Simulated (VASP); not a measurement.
Energy against volume of BAs (zinc blende). Computed with SCAN meta-GGA, VASP's PBE PAW potentials (set 64) (plane waves; VASP). Numerical set-up: 520 eV cut-off, 10×10×10 Γ-centred mesh, Gaussian smearing of 0.050 eV, potentials B As.

| V (Å³/atom) | E (eV/atom) |
|---|---|
| 12.833 | -13.90863 |
| 13.242 | -13.92728 |
| 13.652 | -13.93295 |
| 14.061 | -13.92747 |

Task: Fit these four points and predict the energy of the run at 14.471 Å³/atom.

Result: A cubic in V^(−2/3), the third-order Birch-Murnaghan form, passes through the four points with V0 = 13.64 Å³/atom and B0 = 145 GPa, and gives -13.9124 eV/atom there. The run gave -13.9124 eV/atom, +0.0 meV/atom from the fit; all five points give B0 = 145 GPa.

The compound is BAs in the zinc blende structure. It was relaxed first.
